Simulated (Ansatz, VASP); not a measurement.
# La6Hf22O53 (amorphous 88HfO2-12La2O3 (mol %)): VASP beside Ansatz

One calculation is typed for both programs; each brings its own data sets. How far apart do they land? The structure shown is the start of the Ansatz relaxation below; VASP solves that cell, so the two are compared at the walk's first step.

Program: Ansatz 0.2.0. Level of theory: plane waves, with VASP 6.6.1 beside it; single point at PBE. Results are calculated unless marked as measured.

## (1) The structure

The cell holds 81 atoms: 22 Hf, 6 La and 53 O. Its edges and angles: a = 10.595 Å, b = 10.595 Å, c = 10.595 Å, α = 90.0°, β = 90.0°, γ = 90.0°. As first built, before any earlier steps moved the atoms (in the runner's words): 81 atoms (22 Zr, 6 Nd, 53 O) placed at random at 5.19 g/cm^3, melted at 5000 K for 10 ps at fixed volume with the Morse and Coulomb pair potential with partial charges (Pedone, Malavasi, Menziani, Cormack and Segre, J. Phys. Chem. B 110, 11780 (2006)). Quenched from 5000 K to 300 K at 50 K/ps and fixed volume, held 5 ps, then minimised at fixed cell. Then Zr was replaced by Hf, Nd was replaced by La (the potential has no terms for the new elements, so the cell is a start for a DFT relaxation).

## (2) Ansatz: relaxation, PBE

Ansatz runs on its default PAW (the set named soft_2) files.

The two programs are compared at the cell with which this relaxation starts, whose forces are those of its first step.

input.yaml reads:

```yaml
crystal:
  lattice:
    - [10.5952, 0.0, 0.0]
    - [0.0, 10.5952, 0.0]
    - [0.0, 0.0, 10.5952]
  atoms:
    - { symbol: Hf, position: [0.59327, 0.16928, 0.1339] }
    - { symbol: Hf, position: [0.80766, 0.02655, 0.33285] }
    - { symbol: Hf, position: [0.32261, 0.11827, 0.93248] }
    - { symbol: Hf, position: [0.55315, 0.62885, 0.18116] }
    - { symbol: Hf, position: [0.67803, 0.45034, 0.41964] }
    - { symbol: Hf, position: [0.07524, 0.95662, 0.14617] }
    - { symbol: Hf, position: [0.0169, 0.95698, 0.78394] }
    - { symbol: Hf, position: [0.85362, 0.25967, 0.62908] }
    - { symbol: Hf, position: [0.83647, 0.3648, 0.14709] }
    - { symbol: Hf, position: [0.36102, 0.91965, 0.68386] }
    - { symbol: Hf, position: [0.7203, 0.7663, 0.64384] }
    - { symbol: Hf, position: [0.54155, 0.23342, 0.67613] }
    - { symbol: Hf, position: [0.83406, 0.14331, 0.94028] }
    - { symbol: Hf, position: [0.22641, 0.68968, 0.93238] }
    - { symbol: Hf, position: [0.3713, 0.43102, 0.98651] }
    - { symbol: Hf, position: [0.70071, 0.46435, 0.88681] }
    - { symbol: Hf, position: [0.42205, 0.97723, 0.29255] }
    - { symbol: Hf, position: [0.07494, 0.38797, 0.7978] }
    - { symbol: Hf, position: [0.07194, 0.43977, 0.45983] }
    - { symbol: Hf, position: [0.36429, 0.34967, 0.3503] }
    - { symbol: Hf, position: [0.08852, 0.71396, 0.61222] }
    - { symbol: Hf, position: [0.11467, 0.26165, 0.17789] }
    - { symbol: La, position: [0.86027, 0.73294, 0.96753] }
    - { symbol: La, position: [0.24658, 0.69051, 0.28081] }
    - { symbol: La, position: [0.86438, 0.71382, 0.37167] }
    - { symbol: La, position: [0.5593, 0.87908, 0.92755] }
    - { symbol: La, position: [0.41888, 0.55755, 0.63172] }
    - { symbol: La, position: [0.12102, 0.0913, 0.4796] }
    - { symbol: O, position: [0.18333, 0.10826, 0.07092] }
    - { symbol: O, position: [0.0325, 0.10382, 0.26998] }
    - { symbol: O, position: [0.96228, 0.98175, 0.97884] }
    - { symbol: O, position: [0.71548, 0.18011, 0.75539] }
    - { symbol: O, position: [0.26155, 0.50364, 0.42107] }
    - { symbol: O, position: [0.22704, 0.92308, 0.27503] }
    - { symbol: O, position: [0.55631, 0.50034, 0.02852] }
    - { symbol: O, position: [0.67101, 0.04827, 0.99012] }
    - { symbol: O, position: [0.80762, 0.15005, 0.1696] }
    - { symbol: O, position: [0.6324, 0.60393, 0.54218] }
    - { symbol: O, position: [0.35085, 0.83274, 0.8706] }
    - { symbol: O, position: [0.34276, 0.55925, 0.83762] }
    - { symbol: O, position: [0.05356, 0.29629, 0.60898] }
    - { symbol: O, position: [0.41966, 0.31968, 0.54217] }
    - { symbol: O, position: [0.2834, 0.74955, 0.61369] }
    - { symbol: O, position: [0.54732, 0.84804, 0.6931] }
    - { symbol: O, position: [0.45477, 0.24952, 0.0069] }
    - { symbol: O, position: [0.87096, 0.39497, 0.78105] }
    - { symbol: O, position: [0.83298, 0.87832, 0.77581] }
    - { symbol: O, position: [0.61795, 0.02439, 0.27796] }
    - { symbol: O, position: [0.18075, 0.27803, 0.37339] }
    - { symbol: O, position: [0.24233, 0.30131, 0.87665] }
    - { symbol: O, position: [0.27828, 0.37237, 0.15892] }
    - { symbol: O, position: [0.49856, 0.49126, 0.32145] }
    - { symbol: O, position: [0.65595, 0.7532, 0.06986] }
    - { symbol: O, position: [0.1243, 0.77961, 0.07685] }
    - { symbol: O, position: [0.0671, 0.64925, 0.4179] }
    - { symbol: O, position: [0.89555, 0.69479, 0.59532] }
    - { symbol: O, position: [0.99638, 0.40087, 0.25803] }
    - { symbol: O, position: [0.11479, 0.52546, 0.93348] }
    - { symbol: O, position: [0.43842, 0.09255, 0.76686] }
    - { symbol: O, position: [0.6726, 0.30094, 0.54642] }
    - { symbol: O, position: [0.45691, 0.778, 0.27587] }
    - { symbol: O, position: [0.95429, 0.14355, 0.78019] }
    - { symbol: O, position: [0.55152, 0.40086, 0.77446] }
    - { symbol: O, position: [0.91633, 0.8828, 0.24442] }
    - { symbol: O, position: [0.75596, 0.87683, 0.46938] }
    - { symbol: O, position: [0.20646, 0.02059, 0.79265] }
    - { symbol: O, position: [0.97609, 0.27432, 0.03048] }
    - { symbol: O, position: [0.7081, 0.646, 0.80837] }
    - { symbol: O, position: [0.36227, 0.9972, 0.4973] }
    - { symbol: O, position: [0.87916, 0.1268, 0.48537] }
    - { symbol: O, position: [0.42743, 0.00944, 0.08148] }
    - { symbol: O, position: [0.72616, 0.58275, 0.27991] }
    - { symbol: O, position: [0.67922, 0.32693, 0.2604] }
    - { symbol: O, position: [0.06891, 0.91253, 0.59635] }
    - { symbol: O, position: [0.08493, 0.76846, 0.80831] }
    - { symbol: O, position: [0.11189, 0.52294, 0.65022] }
    - { symbol: O, position: [0.347, 0.61848, 0.0861] }
    - { symbol: O, position: [0.43302, 0.18197, 0.27671] }
    - { symbol: O, position: [0.72192, 0.29867, 0.99822] }
    - { symbol: O, position: [0.87187, 0.42564, 0.4816] }
    - { symbol: O, position: [0.82989, 0.52255, 0.0291] }
kpoints:
  mp_grid: { grid: [1, 1, 1] }
hamiltonian:
  xc: pbe
scf:
  occupations: { method: fermi_dirac, width: 0.025 }
output:
  forces: true
relax:
  f_tol: 0.04
  max_steps: 250
  cell: {}
```

Command:

```bash
> ansatz run input.yaml --threads 4 --pin off --max-ram 8192MiB --backend cpu --events-out ev --progress --plain --runs-dir out
```

Numbers of over 12 decimals in the logs are rounded to 6 here.

Output:

```text
Engine: ansatz 0.2.0, aarch64-unknown-linux-gnu
Pseudopotentials: kind: paw
Pseudopotential: Hf, paw, valence charge 26, recommended cutoff 420 eV (normal), Hf.paw.azcp
Pseudopotential: La, paw, valence charge 11, recommended cutoff 420 eV (normal), La.paw.azcp
Pseudopotential: O, paw, valence charge 6, recommended cutoff 420 eV (normal), O.paw.azcp
Functional definition: PBE
  parameter kappa = 0.804
  parameter beta = 0.066725
  exchange = pbe_x(kappa = kappa, mu = beta*pi^2/3)
  correlation = pbe_c(beta = beta)
Crystal: 81 atoms, lattice volume = 1189.399 Å³
Basis set: ecut = 420 eV, 23127 PW (Γ), exchange–correlation on 144×144×144 points (8 copies of the dense FFT grid, shifted against one another)
Bands: 574, of which v1, the nominal top of the filled ones, is band 478 counted from 1 (477 counted from 0)
Symmetry: 1 space group operations
Space group: P1 (ITA 1), of the structure as read, at distance tolerance 1.1e-4 Å
k-points: 1
Non-local potential: Hf, projectors of the file, l = 0: 3, l = 1: 2, l = 2: 2, l = 3: 3
Non-local potential: La, projectors of the file, l = 0: 3, l = 1: 2, l = 2: 2, l = 3: 3
Non-local potential: O, projectors of the file, l = 0: 2, l = 1: 2, l = 2: 1
PAW form: soft (Blöchl's): semilocal exchange-correlation on the pseudo side does not see the compensation charge
PAW one-centre angular grid: Hf, 590 points (default); XC on 64 Gauss nodes
PAW one-centre angular grid: La, 590 points (default); XC on 64 Gauss nodes
PAW one-centre angular grid: O, 110 points (default); XC on 64 Gauss nodes
Initial density: superposition of atomic densities (neutral atoms: chi_scale 0, normalization atom), corrected by the library's trained network
Initial wavefunctions: pseudopotential atomic-orbital guess
Functional: x = pbe(κ = 0.804, μ = 0.219515), c = pbe(β = 0.066725)
SCF iter   1: F=—  HF=-413580.347990 eV  |F-HF|=—  |Δ(HF+E_count)|=         —  Δρ=3.66e-3  dr2=2.32e-1  ethr=1.77e-3  ⟨swp⟩=4.0  Hψ=1824  notcnv=0  defer=24
preconditioner: auto → Resta (q_TF=auto, 2.631 Å⁻¹)  ε∞=5.0  [insulator: Δε(μ)=3.757 eV  Ē_g=16.332 eV  σ=0.025 eV  W_gap=1.00  n_scr=364 (ndim 8)  ℏωp=32.5 eV  f_vac=0.124  D(μ)=0.00/eV (n_scr^D=0)  ε∞_Penn≈5.0]
SCF iter   2: F=—  HF=-413580.324487 eV  |F-HF|=—  |Δ(HF+E_count)|=   2.35e-2  Δρ=1.88e-3  dr2=5.02e-2  ethr=2.43e-5  ⟨swp⟩=2.0  Hψ=1056  notcnv=0  defer=85
SCF iter   3: F=—  HF=-413580.323212 eV  |F-HF|=—  |Δ(HF+E_count)|=   1.28e-3  Δρ=8.55e-4  dr2=1.40e-2  ethr=5.25e-6  ⟨swp⟩=10.0  Hψ=865  notcnv=0  defer=86
SCF iter   4: F=—  HF=-413580.322375 eV  |F-HF|=—  |Δ(HF+E_count)|=   8.37e-4  Δρ=2.80e-4  dr2=1.16e-3  ethr=1.46e-6  ⟨swp⟩=2.0  Hψ=1009  notcnv=0  defer=81
SCF iter   5: F=—  HF=-413580.322682 eV  |F-HF|=—  |Δ(HF+E_count)|=   3.08e-4  Δρ=1.89e-4  dr2=4.38e-4  ethr=1.21e-7  ⟨swp⟩=2.0  Hψ=986  notcnv=0  defer=81
SCF iter   6: F=—  HF=-413580.322703 eV  |F-HF|=—  |Δ(HF+E_count)|=   2.01e-5  Δρ=5.41e-5  dr2=4.73e-5  ethr=4.58e-8  ⟨swp⟩=2.0  Hψ=971  notcnv=0  defer=81
SCF iter   7: F=—  HF=-413580.324620 eV  |F-HF|=—  |Δ(HF+E_count)|=   1.92e-3  Δρ=3.56e-5  dr2=1.78e-5  ethr=4.95e-9  ⟨swp⟩=2.0  Hψ=967  notcnv=0  defer=81
SCF iter   8: F=—  HF=-413580.324628 eV  |F-HF|=—  |Δ(HF+E_count)|=   7.83e-6  Δρ=1.81e-5  dr2=4.54e-6  ethr=1.86e-9  ⟨swp⟩=2.0  Hψ=971  notcnv=0  defer=81
SCF iter   9: F=—  HF=-413580.324630 eV  |F-HF|=—  |Δ(HF+E_count)|=   2.30e-6  Δρ=5.21e-6  dr2=5.21e-7  ethr=4.75e-10  ⟨swp⟩=2.0  Hψ=832  notcnv=0  defer=81
SCF iter  10: F=—  HF=-413580.324631 eV  |F-HF|=—  |Δ(HF+E_count)|=   6.19e-7  Δρ=5.11e-6  dr2=3.16e-7  ethr=5.45e-11  ⟨swp⟩=2.0  Hψ=970  notcnv=0  defer=81
SCF iter  11: F=-413580.324631 eV  HF=-413580.324631 eV  |F-HF|=2.21e-8  |Δ(HF+E_count)|=   4.70e-8  Δρ=1.42e-6  dr2=3.18e-8  ethr=1.05e-11  ⟨swp⟩=3.0  Hψ=1952  notcnv=0
SCF 1 converged in 11 iterations: F = -413580.324631 eV  dr2 = 3.18e-8
  greatest PAW one-centre occupation: 0.999 electrons in one spin orbital (limit 2), on the Hf atom at site 15 (counted from 0), in its partial waves of l = 0
relax step   1: F+E_penalty+E_count = -413580.32463106 eV  Δ(F+E_penalty+E_count) = +0.000e0 eV  max|allowed force component| = 1.643e0 eV/Å  Δτ_max = 0.0000 Å  P = -8.485 GPa  Ω = 1189.399 Å³  (11 SCF iters, dr2 threshold 1.00e-7 eV, accepted)
Crystal: 81 atoms, lattice volume = 1100.576 Å³
Basis set: ecut = 420 eV, 21549 PW (Γ), exchange–correlation on 144×144×144 points (8 copies of the dense FFT grid, shifted against one another)
Initial density: handed on by an earlier stage of this run
Initial wavefunctions: those handed on with the density
iter 1 solved again at ethr=1.44e-4 eV; its pass at ethr=3.10e-3 eV (dr2=1.38e0 eV) is discarded
SCF iter   1: F=—  HF=-413584.096530 eV  |F-HF|=—  |Δ(HF+E_count)|=         —  Δρ=1.26e-2  dr2=1.37e0  ethr=1.44e-4  ⟨swp⟩=6.0  Hψ=3102  notcnv=0
[...]
atom  54  O      0.00008160     0.00285225    -0.00147012
  atom  55  O     -0.00447887     0.00072663     0.00127697
  atom  56  O     -0.00225554     0.00250437    -0.00268755
  atom  57  O      0.00105823    -0.00187114     0.00166227
  atom  58  O     -0.00058951     0.00113777    -0.00777912
  atom  59  O     -0.00190993    -0.00383795     0.00682269
  atom  60  O     -0.00082652     0.00103985    -0.00062228
  atom  61  O      0.00018535     0.00304837    -0.00021802
  atom  62  O      0.00819041     0.00099282    -0.00228709
  atom  63  O      0.00200813    -0.00277078     0.00493375
  atom  64  O     -0.00057450     0.00967816     0.00505248
  atom  65  O      0.00306564    -0.00037783    -0.00272283
  atom  66  O     -0.00259752    -0.00531208     0.00045032
  atom  67  O      0.00219172     0.00108917     0.00079920
  atom  68  O      0.00069196    -0.00122722    -0.00186285
  atom  69  O     -0.00212045    -0.00175188    -0.00250576
  atom  70  O     -0.00011373    -0.00592939    -0.00481300
  atom  71  O     -0.00066492    -0.00515721    -0.00016349
  atom  72  O      0.00266956     0.00577621     0.00850296
  atom  73  O     -0.00143229     0.00156816     0.00173427
  atom  74  O      0.00042737    -0.00207916     0.00111642
  atom  75  O      0.00396727    -0.00126190     0.00078626
  atom  76  O     -0.00138824     0.00420638     0.00002937
  atom  77  O      0.00156867     0.00049797     0.00088938
  atom  78  O      0.00119722     0.00134248    -0.00153084
  atom  79  O     -0.00106777     0.00172103    -0.00350108
  atom  80  O      0.00074371     0.00582268    -0.00277858
  atom  81  O     -0.00143401    -0.00818935    -0.00429587
  max |Σ_I F_I| component: 5.00e-6 eV/Å
--- Stress (GPa, compression-positive) ---
       -0.003418      -0.005085      -0.007264
       -0.005085       0.005276      -0.001156
       -0.007264      -0.001156      -0.015770
  P = ⅓ Tr σ = -0.0046 GPa (-0.046 kbar)
--- Relaxed structure (11 steps of the walk, 10 accepted, 2 SCFs on fresh bases) ---
  F+E_penalty+E_count = -413584.92860992 eV   max|allowed force component| = 1.665e-2 eV/Å   (the final SCF, on the basis selected at the relaxed cell)
  cell:  # Å, volume = 1097.3306 Å³
    - [10.444440, -0.114501, -0.076105]
    - [-0.114501, 10.466693, 0.011677]
    - [-0.076105, 0.011677, 10.039669]
  atoms:
    - { symbol: Hf, position: [0.589501, 0.171963, 0.132321] }
    - { symbol: Hf, position: [0.811329, 0.028360, 0.329567] }
    - { symbol: Hf, position: [0.325003, 0.118409, 0.925364] }
    - { symbol: Hf, position: [0.551551, 0.628651, 0.176614] }
    - { symbol: Hf, position: [0.657464, 0.429725, 0.435900] }
    - { symbol: Hf, position: [0.083033, 0.955829, 0.150267] }
    - { symbol: Hf, position: [0.014732, 0.962003, 0.776062] }
    - { symbol: Hf, position: [0.855322, 0.251713, 0.621246] }
    - { symbol: Hf, position: [0.816917, 0.383836, 0.166669] }
    - { symbol: Hf, position: [0.359339, 0.912560, 0.671735] }
    - { symbol: Hf, position: [0.719729, 0.772002, 0.643726] }
    - { symbol: Hf, position: [0.550471, 0.232631, 0.682616] }
    - { symbol: Hf, position: [0.834859, 0.152588, 0.944435] }
    - { symbol: Hf, position: [0.228135, 0.695017, 0.938231] }
    - { symbol: Hf, position: [0.368390, 0.434608, 0.974183] }
    - { symbol: Hf, position: [0.709156, 0.470336, 0.877029] }
    - { symbol: Hf, position: [0.425980, 0.980343, 0.298900] }
    - { symbol: Hf, position: [0.070264, 0.382474, 0.816216] }
    - { symbol: Hf, position: [0.070800, 0.431280, 0.462557] }
    - { symbol: Hf, position: [0.366521, 0.352531, 0.342339] }
    - { symbol: Hf, position: [0.075177, 0.705107, 0.616946] }
    - { symbol: Hf, position: [0.109832, 0.266704, 0.167833] }
    - { symbol: La, position: [0.872310, 0.743604, 0.977664] }
    - { symbol: La, position: [0.252234, 0.690919, 0.293986] }
    - { symbol: La, position: [0.853140, 0.702794, 0.365071] }
    - { symbol: La, position: [0.559461, 0.875941, 0.936436] }
    - { symbol: La, position: [0.418314, 0.567842, 0.617307] }
    - { symbol: La, position: [0.134317, 0.086595, 0.485538] }
    - { symbol: O, position: [0.183699, 0.107099, 0.061845] }
    - { symbol: O, position: [0.036445, 0.106248, 0.268605] }
    - { symbol: O, position: [0.963691, 0.977895, 0.980416] }
    - { symbol: O, position: [0.719960, 0.184988, 0.766031] }
    - { symbol: O, position: [0.260140, 0.501279, 0.438382] }
    - { symbol: O, position: [0.228692, 0.924815, 0.288239] }
    - { symbol: O, position: [0.554703, 0.503808, 0.021168] }
    - { symbol: O, position: [0.679390, 0.048283, 0.996680] }
    - { symbol: O, position: [0.812043, 0.167819, 0.176123] }
    - { symbol: O, position: [0.637642, 0.597159, 0.543935] }
    - { symbol: O, position: [0.336732, 0.850944, 0.878721] }
    - { symbol: O, position: [0.352821, 0.576420, 0.831016] }
    - { symbol: O, position: [0.059553, 0.290657, 0.605903] }
    - { symbol: O, position: [0.461908, 0.346765, 0.525945] }
    - { symbol: O, position: [0.273543, 0.752892, 0.586595] }
    - { symbol: O, position: [0.531164, 0.826038, 0.689414] }
    - { symbol: O, position: [0.454541, 0.254091, -0.0041971] }
    - { symbol: O, position: [0.870792, 0.398776, 0.778909] }
    - { symbol: O, position: [0.823027, 0.883965, 0.777057] }
    - { symbol: O, position: [0.620364, 0.030197, 0.284745] }
    - { symbol: O, position: [0.183539, 0.281215, 0.374804] }
    - { symbol: O, position: [0.247979, 0.295934, 0.860484] }
    - { symbol: O, position: [0.274870, 0.380637, 0.150553] }
    - { symbol: O, position: [0.484649, 0.511913, 0.325960] }
[...]
- { symbol: O, position: [0.045185, 0.901182, 0.585864] }
    - { symbol: O, position: [0.072992, 0.765954, 0.819826] }
    - { symbol: O, position: [0.105898, 0.519004, 0.664815] }
    - { symbol: O, position: [0.356852, 0.628940, 0.088772] }
    - { symbol: O, position: [0.421598, 0.180573, 0.275594] }
    - { symbol: O, position: [0.716963, 0.304292, 1.002371] }
    - { symbol: O, position: [0.858015, 0.414396, 0.482906] }
    - { symbol: O, position: [0.835859, 0.528066, 0.029368] }
```

[end of part 1 of 2]

[Lines on the potential files, build, host, timing and source positions are cut from VASP's logs without a mark.]

[Logs are printed without paths, hosts, clocks, repeated set-up lines and the standing remarks that a program may print on its own settings, such as how far it seeks lower states.]

[Hosts, paths, dates, database ids (printed as entryN), source tags and the programs' standing remarks are cut or masked in the printed files.]
